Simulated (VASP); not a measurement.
An input for Quantum ESPRESSO's pw.x (written as the equivalent of a VASP run, and not itself run):

```
&CONTROL
  calculation = 'vc-relax'
  pseudo_dir = './pseudo'
  outdir = './out'
  tprnfor = .true.
  tstress = .true.
  nstep = 60
  forc_conv_thr = 0.00039
/
&SYSTEM
  ibrav = 0
  nat = 2
  ntyp = 2
  ecutwfc = 74
  occupations = 'smearing'
  smearing = 'gaussian'
  degauss = 0.003675
  input_dft = 'revpbe'
/
&ELECTRONS
  conv_thr = 7.3e-08
  electron_maxstep = 100
/
&IONS
/
&CELL
/
ATOMIC_SPECIES
  Li 6.940 Li.upf
  Br 79.904 Br.upf
CELL_PARAMETERS angstrom
     0.0000000    2.7500000    2.7500000
     2.7500000    0.0000000    2.7500000
     2.7500000    2.7500000    0.0000000
ATOMIC_POSITIONS crystal
  Li   0.0000000  0.0000000  0.0000000
  Br   0.5000000  0.5000000  0.5000000
K_POINTS automatic
  8 8 8 0 0 0
```

Q: Write the VASP files for the same calculation (revPBE).

A: One answer among several that fit: 
POSCAR:
```
LiBr
1
    0.0000000000     2.7500000000     2.7500000000
    2.7500000000     0.0000000000     2.7500000000
    2.7500000000     2.7500000000     0.0000000000
Li Br
1 1
Direct
  0.0000000000   0.0000000000   0.0000000000
  0.5000000000   0.5000000000   0.5000000000
```

**INCAR**
```
! general
SYSTEM   =  LiBr
PREC     =  Accurate
ENCUT    =  520
LREAL    =  .FALSE.
LASPH    =  .TRUE.

! electronic loop
EDIFF    =  1E-6
NELM     =  100
ALGO     =  Normal
LMAXMIX  =  4

! smearing
ISMEAR   =  0
SIGMA    =  0.05

! functional
GGA      =  RE

! ions
IBRION   =  2
NSW      =  60
ISIF     =  3
EDIFFG   =  -0.01

! output
LWAVE    =  .FALSE.
LCHARG   =  .FALSE.
```

### KPOINTS
```
kpoints
0
Gamma
 8 8 8
0 0 0
```

POTCAR, in this order: Li_sv Br (PBE.64 set). Program: vasp_std.

What does not carry over: the potentials are each code's own (VASP's PAW set, PseudoDojo norm-conserving files in pw.x), so ENCUT and ecutwfc are chosen apart and not converted; conv_thr bounds pw.x's estimated SCF error, while EDIFF bounds the energy change between steps; forc_conv_thr acts on force components and is met together with etot_conv_thr.

The compound is LiBr in the rock salt structure. This run relaxes it. Symmetry was kept, so distortions that lower it aren't found.
